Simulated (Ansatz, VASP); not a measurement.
# FePb in two plane-wave programs, part 2 of 2

One calculation is typed for both programs; each brings its own data sets and cutoff. How far apart do they land? The cell is invented: As first built, before any earlier steps moved the atoms (in the runner's words): it takes the MgZr structure with all of its atoms replaced by other elements, volume scaled by an estimate. It may not be a known or stable phase. The cell is taken from a series of VASP runs on this material, whose earlier steps may have relaxed, scaled or displaced it; both programs get it as it stands.

VASP 6.6.1 and Ansatz 0.2.0.

So far: Starting point; Ansatz: relaxation of cell and atoms, LDA.

## (3) VASP: relaxation of cell and atoms, LDA

Level of this step: LDA, spin-polarised from a ferromagnetic start (one magnetic atom a cell); plane waves and PAW (Pb_d, Fe); invented cell (VASP).

The same cell, functional (in two slightly different forms), mesh and smearing now go to VASP, with its own data sets and cutoff.

Lines of VASP's logs that name or quote its potential files are left out, and so is its time.

Contents of INCAR:

```
SYSTEM = FePb
PREC = Accurate
ENCUT = 400
EDIFF = 1E-06
NELM = 100
ISMEAR = 1
SIGMA = 0.2
LREAL = .FALSE.
ALGO = Normal
GGA = CA
NBANDS = 18
ISPIN = 2
MAGMOM = 0 3
LMAXMIX = 4
LORBIT = 11
LWAVE = .FALSE.
LCHARG = .FALSE.
IBRION = 2
NSW = 60
ISIF = 3
EDIFFG = -0.01
```

Contents of POSCAR:

```
FePb
1.0
    3.2300018626      0.0000000000      0.0000000000
    0.0000000000      3.2300018626      0.0000000000
    0.0000000000      0.0000000000      3.2300018626
Pb Fe
1 1
Direct
    0.5000000000      0.5000000000      0.5000000000
    0.0000000000      0.0000000000      0.0000000000
```

Contents of KPOINTS:

```
Automatic mesh
0
Gamma
7 7 7
0 0 0
```

PAW data sets: Pb_d and Fe (LDA family, release 64).

Started as:

```console
> mpirun -np 1 vasp_std
```

Numbers of over 12 decimals in the logs are rounded to 6 here.

The program printed:

```text
[banner, memory and clock lines left out]
running    1 mpi-ranks, on    1 nodes
 distrk:  each k-point on    1 cores,    1 groups
 distr:  one band on    1 cores,    1 groups

 POSCAR found type information on POSCAR PbFe
 POSCAR found :  2 types and       2 ions
 LDA part: xc-table for (Slater(with rela. corr.)+CA(PZ))
 , standard interpolation
 POSCAR, INCAR and KPOINTS ok, starting setup
 FFT: planning ... GRIDC
 FFT: planning ... GRID_SOFT
 FFT: planning ... GRID
 WAVECAR not read
 entering main loop
       N       E                     dE             d eps       ncg     rms          rms(c)
DAV:   1     0.170978031634E+03    0.17098E+03   -0.92689E+03  1472   0.134E+03
DAV:   2    -0.406332620906E+01   -0.17504E+03   -0.16969E+03  1442   0.323E+02
DAV:   3    -0.127048317375E+02   -0.86415E+01   -0.85629E+01  1634   0.938E+01
DAV:   4    -0.128908555625E+02   -0.18602E+00   -0.18594E+00  1708   0.141E+01
DAV:   5    -0.128976654537E+02   -0.68099E-02   -0.68095E-02  1802   0.248E+00    0.894E+00
DAV:   6    -0.144022536619E+02   -0.15046E+01   -0.23483E+01  1630   0.523E+01    0.164E+01
DAV:   7    -0.121277003620E+02    0.22746E+01   -0.90279E+00  1566   0.386E+01    0.177E+00
DAV:   8    -0.121224114668E+02    0.52889E-02   -0.20996E-01  1674   0.371E+00    0.114E+00
DAV:   9    -0.121149356746E+02    0.74758E-02   -0.13424E-02  2152   0.130E+00    0.368E-01
DAV:  10    -0.121134957995E+02    0.14399E-02   -0.14279E-03  2158   0.448E-01    0.882E-02
DAV:  11    -0.121132994142E+02    0.19639E-03   -0.28283E-04  2000   0.230E-01    0.553E-02
DAV:  12    -0.121132738798E+02    0.25534E-04   -0.80678E-06  2008   0.333E-02    0.172E-02
DAV:  13    -0.121132694577E+02    0.44221E-05   -0.54290E-06  1238   0.210E-02    0.482E-03
DAV:  14    -0.121132692592E+02    0.19848E-06   -0.16743E-06  1210   0.133E-02
   1 F= -.12113269E+02 E0= -.12111870E+02  d E =-.121133E+02  mag=     1.7723
 curvature:   0.00 expect dE= 0.000E+00 dE for cont linesearch  0.000E+00
 trial: gam= 0.00000 g(F)=  0.000E+00 g(S)=  0.146E-04 ort = 0.000E+00 (trialstep = 0.100E+01)
 search vector abs. value=  0.146E-04
 reached required accuracy - stopping structural energy minimisation
```

Parts of OUTCAR (step 3):

```text
ion  position               nearest neighbor table
   1  0.500  0.500  0.500-   2 2.80   2 2.80   2 2.80   2 2.80   2 2.80   2 2.80   2 2.80   2 2.80

  LATTYP: Found a simple cubic cell.
 ALAT       =     3.2300018626

 Subroutine GETGRP returns: Found 48 space group operations
 (whereof 48 operations were pure point group operations)

The static configuration has the point symmetry O_h .

 Found     20 irreducible k-points:

   k-points           NKPTS =     20   k-points in BZ     NKDIM =     20   number of bands    NBANDS=     18

   dimension x,y,z NGX =    24 NGY =   24 NGZ =   24
   dimension x,y,z NGXF=    48 NGYF=   48 NGZF=   48

   ENCUT  =  400.0 eV  29.40 Ry    5.42 a.u.   5.27  5.27  5.27*2*pi/ulx,y,z

   NELECT =      22.0000    total number of electrons

 k-points in reciprocal lattice and weights: Automatic mesh
   0.00000000  0.00000000  0.00000000       0.003
   0.14285714  0.00000000  0.00000000       0.017
   0.28571429  0.00000000  0.00000000       0.017
   0.42857143  0.00000000  0.00000000       0.017
   0.14285714  0.14285714  0.00000000       0.035
   0.28571429  0.14285714  0.00000000       0.070
   0.42857143  0.14285714  0.00000000       0.070
   0.28571429  0.28571429  0.00000000       0.035
   0.42857143  0.28571429  0.00000000       0.070
[...]
0.42857143  0.42857143  0.28571429       0.070
   0.42857143  0.42857143  0.42857143       0.023

 average (electrostatic) potential at core
       1 -88.1358       2 -40.2659

 E-fermi :   9.1401

 spin component 1
 k-point     1 :       0.0000    0.0000    0.0000
  band No.  band energies     occupation
    ...
      7       6.7227      1.00000
      8       6.7227      1.00000
      9       7.8838      1.00000
     10       7.8838      1.00000
     11       7.8838      1.00000
     12      11.9071     -0.00000
     13      11.9071     -0.00000
     14      11.9071     -0.00000
     15      15.4381      0.00000
     16      18.6321      0.00000
    ...

 k-point     2 :       0.1429    0.0000    0.0000
  band No.  band energies     occupation
    ...
      7       6.5681      1.00000
      8       6.7146      1.00000
      9       7.6612      1.00000
     10       7.6612      1.00000
     11       7.8674      1.00000
     12       9.9058     -0.00000
     13      12.5360     -0.00000
     14      12.5360     -0.00000
     15      16.4563      0.00000
     16      18.7226      0.00000
    ...

 k-point     3 :       0.2857    0.0000    0.0000
  band No.  band energies     occupation
    ...
      8       6.6958      1.00000
      9       7.2748      1.00000
     10       7.2748      1.00000
     11       7.8304      1.00000
     12       8.4222      1.00000
     13      14.1051      0.00000
     14      14.1051      0.00000
     15      17.0092      0.00000
     16      19.0182      0.00000
     17      21.9238      0.00000
    ...

 k-point     4 :       0.4286    0.0000    0.0000
  band No.  band energies     occupation
    ...
      8       6.6804      1.00000
      9       7.0301      1.00000
     10       7.0301      1.00000
     11       7.8005      1.00000
     12       8.3648      1.00000
     13      16.0698      0.00000
     14      16.0698      0.00000
     15      17.6852      0.00000
     16      19.5810      0.00000
     17      19.7283      0.00000
    ...

 k-point     5 :       0.1429    0.1429    0.0000
  band No.  band energies     occupation
    ...
      7       6.5974      1.00000
      8       6.6106      1.00000
      9       7.3673      1.00000
     10       7.5549      1.00000
     11       7.8258      1.00000
     12      10.3067     -0.00000
     13      10.6249     -0.00000
     14      13.0656     -0.00000
     15      17.5440      0.00000
     16      20.3023      0.00000
    ...

 k-point     6 :       0.2857    0.1429    0.0000
  band No.  band energies     occupation
    ...
      8       6.6706      1.00000
      9       7.1204      1.00000
     10       7.3118      1.00000
     11       7.7855      1.00000
     12       8.6574      1.00169
     13      11.6831     -0.00000
     14      14.4642      0.00000
     15      18.0548      0.00000
     16      18.7219      0.00000
     17      21.0072      0.00000
    ...

  Total       -0.0142209     -0.0142209     -0.0142209     -0.0000000      0.0000000     -0.0000000
  in kB       -0.6761264     -0.6761264     -0.6761264     -0.0000000      0.0000000     -0.0000000
  external PRESSURE =      -0.6761264 kB  Pullay stress =       0.0000000 kB

  energy-cutoff  :      400.00
  volume of cell :       33.70
      direct lattice vectors                 reciprocal lattice vectors
     3.230001863  0.000000000  0.000000000     0.309597345  0.000000000  0.000000000
     0.000000000  3.230001863  0.000000000     0.000000000  0.309597345  0.000000000
     0.000000000  0.000000000  3.230001863     0.000000000  0.000000000  0.309597345

 POSITION                                       TOTAL-FORCE (eV/Angst)
 -----------------------------------------------------------------------------------
      1.61500      1.61500      1.61500         0.000000      0.000000      0.000000
      0.00000      0.00000      0.00000         0.000000      0.000000      0.000000
 -----------------------------------------------------------------------------------
    total drift:                                0.000000      0.000000     -0.000000

  FREE ENERGIE OF THE ION-ELECTRON SYSTEM (eV)
  ---------------------------------------------------
  free  energy   TOTEN  =       -12.1132692592 eV

  energy  without entropy=      -12.1090721577  energy(sigma->0) =      -12.11187023

 reached required accuracy - stopping structural energy minimisation

 total charge
# of ion       s       p       d       tot
------------------------------------------
    1        1.277   1.066   9.855  12.198
    2        0.343   0.313   6.441   7.096
--------------------------------------------------
tot          1.620   1.378  16.296  19.294

 magnetization (x)
# of ion       s       p       d       tot
------------------------------------------
    1        0.005  -0.070  -0.001  -0.067
    2        0.010  -0.002   1.860   1.868
--------------------------------------------------
tot          0.015  -0.073   1.859   1.801

[... 6 further parts left out ...]
```

CONTCAR:

```
FePb
   1.00000000000000
     3.2300018626000000    0.0000000000000000    0.0000000000000000
     0.0000000000000000    3.2300018626000000    0.0000000000000000
     0.0000000000000000    0.0000000000000000    3.2300018626000000
  Pb              Fe
     1     1
Direct
     0.5000000000000000    0.5000000000000000    0.5000000000000000
     0.0000000000000000    0.0000000000000000    0.0000000000000000
```

## (4) Side by side

Known differences besides the potentials themselves: the two LDA forms differ slightly; both relaxations stop at a tolerance, which leaves soft axes loose, and VASP keeps its plane-wave basis; the data sets hold 30 valence electrons in Ansatz (default PAW (the set named soft_2) files) and 22 in VASP; the cutoff is 420 eV in Ansatz and 400 eV in VASP; VASP's log shows a relativistic correction to its local exchange, Ansatz's none; Ansatz adds a Pulay correction to the stress that steers its cell, VASP none; site moments are counted in spheres of each program's own size. Total energies have different zeros and are not compared.

The two programs side by side:

| quantity | Ansatz | VASP | difference |
| --- | --- | --- | --- |
| volume (Å³) | 33.92 | 33.70 | +0.65 % |
| edge a after relaxation, in the typed setting (Å) | 3.237 | 3.230 | +0.22 % |
| total moment (μB) | 1.85 | 1.77 | +0.08 |
| moment on Fe2 (μB) | 1.99 | 1.87 | +0.12 |
| moment on Pb1 (μB) | -0.05 | -0.07 | +0.01 |

The walks stopped with 0.00 GPa left in Ansatz and -0.07 GPa in VASP; each walk ends within a tolerance, so the volume difference is uncertain by about these residues over the bulk modulus, most in soft cells.

## (5) Summary of results

```
difference in volume (relaxation of cell and atoms, LDA) : 0.65 %
```

**Reading.** The difference in volume is 0.65 % (relaxation of cell and atoms, LDA), within the 1.2 % picked in this series as the mark of a large difference, as far as the stopping tolerances let one tell. How closely two codes agree says nothing of how well the functional describes the real material.

[Lines on the potential files, build, host, timing and source positions are cut from VASP's logs without a mark.]

[Logs are printed without paths, hosts, clocks, repeated set-up lines and the standing remarks that a program may print on its own settings, such as how far it seeks lower states.]

[Hosts, paths, dates, database ids (printed as entryN), source tags and the programs' standing remarks are cut or masked in the printed files.]
